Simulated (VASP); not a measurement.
Input:

```
CELL_PARAMETERS angstrom
      2.83664     0.00000     0.00000
      0.00000     2.83664     0.00000
      0.00000     0.00000     2.83664
ATOMIC_POSITIONS crystal
  Ga 0.50000 0.50000 0.50000
  Co 0.00000 0.00000 0.00000
```

Level of theory: AM05 GGA, VASP's PBE PAW potentials (set 64) (plane waves; VASP). Settings: 520 eV cut-off, Gaussian smearing of 0.050 eV, potentials Ga_d Co.

Q: Give the energies of bands 6 to 14 at the high-symmetry points, in eV from the Fermi level.

A: 
```json
[
 {"band": "6", "Γ": "-12.51", "X": "-8.18", "M": "-6.25", "R": "-4.38"},
 {"band": "7", "Γ": "-2.78", "X": "-7.21", "M": "-3.35", "R": "-4.38"},
 {"band": "8", "Γ": "-2.78", "X": "-2.56", "M": "-3.35", "R": "-4.38"},
 {"band": "9", "Γ": "-0.80", "X": "-1.89", "M": "-2.67", "R": "-0.28"},
 {"band": "10", "Γ": "-0.80", "X": "-1.89", "M": "-1.32", "R": "-0.28"},
 {"band": "11", "Γ": "-0.80", "X": "-0.80", "M": "-1.32", "R": "0.93"},
 {"band": "12", "Γ": "5.31", "X": "0.06", "M": "-0.32", "R": "3.86"},
 {"band": "13", "Γ": "5.31", "X": "11.02", "M": "2.46", "R": "3.86"},
 {"band": "14", "Γ": "5.31", "X": "11.02", "M": "3.31", "R": "3.86"}
]
```

It has no gap at this level: it comes out as a metal or semimetal.

The compound is CoGa in the CsCl type structure. It was relaxed first. The run is not spin-polarised, so no magnetic state was tried.
